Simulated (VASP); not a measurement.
Given:

```yaml
crystal:
  lattice:
    - [0.00094, 6.38605, 6.37965]
    - [6.38605, 0.00094, 6.37965]
    - [3.19349, 3.19349, 0.00000]
  atoms:
    - { symbol: Cd, position: [0.99952, 0.99952, 0.00095] }
    - { symbol: Cd, position: [0.98548, 0.50572, 0.00879] }
    - { symbol: Cd, position: [0.50572, 0.98548, 0.00879] }
    - { symbol: Cd, position: [0.50916, 0.50916, 0.98168] }
    - { symbol: Te, position: [0.12610, 0.12610, 0.24779] }
    - { symbol: Te, position: [0.12683, 0.62293, 0.25023] }
    - { symbol: Te, position: [0.62293, 0.12683, 0.25023] }
    - { symbol: Se, position: [0.62424, 0.62424, 0.25151] }
```

The numbers are results of PBEsol GGA, VASP's PBE PAW potentials (set 64) (plane waves; VASP 6.6.1), not measurements. Settings: 400 eV cut-off, 4×4×7 Γ-centred mesh, tetrahedra with Blöchl corrections, potentials Cd Te Se.

Unless said otherwise, spin-orbit coupling is left out, though it shifts the bands of the heavy elements here.

Problem. Estimate the energy per atom (σ→0), band gap (on the k-mesh) with the smallest direct gap where there is one.

Solution. 
The band gap (on the k-mesh) is 0.34 eV and the smallest direct gap (on the k-mesh) is 0.34 eV. The energy per atom (σ→0) is -2.818 eV/atom.

The structure was generated: Cd4SeTe3 was put into an ordered model structure (Amm2), which need not be its known phase. It was relaxed first.
